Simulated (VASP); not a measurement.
Consider the following.

```xyz
6
Lattice="3.9125 0.0000 0.0000 0.0000 3.9125 0.0000 0.0000 0.0000 4.9387" Properties=species:S:1:pos:R:3 pbc="T T T"
Mg     1.9562     1.9562     0.0000
Mg     0.0000     0.0000     2.4694
C      3.4729     3.4729     0.0000
C      0.4395     0.4395     0.0000
C      2.3958     1.5167     2.4694
C      1.5167     2.3958     2.4694
```

The numbers are results of LDA (Ceperley-Alder, Perdew-Zunger), VASP's LDA PAW potentials (set 64) (plane waves; VASP), not measurements. Settings: 560 eV cut-off, 7×7×6 Γ-centred mesh, Gaussian smearing of 0.010 eV, potentials Mg C.

Energy and stress use the plane-wave basis of the starting cell.

Q: The ions, cell shape and volume are relaxed. Predict the relaxed structure.

A: 
```xyz
6
Lattice="3.8781 0.0000 0.0000 0.0000 3.8781 0.0000 0.0000 0.0000 4.8199" Properties=species:S:1:pos:R:3 pbc="T T T"
Mg     1.9390     1.9390     0.0000
Mg     0.0000     0.0000     2.4100
C      3.4378     3.4378     0.0000
C      0.4403     0.4403     0.0000
C      2.3794     1.4987     2.4100
C      1.4987     2.3794     2.4100
```
Space group P4_2/mnm (136), at a tolerance of 0.03 Å.

Q: How do energy and volume change from the first to the last step?

A: The energy (σ→0) changes by -5.8 meV/atom and the volume by -4.1 %, in 12 ionic steps.

The structure comes from a computed database's MgC2 entry; how it stands against other phases isn't given here. This run relaxes it. Symmetry was kept, so distortions that lower it aren't found. The run is one of a series of settings (EDIFF = 1E-09, EDIFFG = -0.005, ENCUT = 560, IBRION = 2, ISIF = 3, NSW = 50, KPOINTS 7×7×6 Γ-centred mesh against the base run), some of them coarse on purpose.
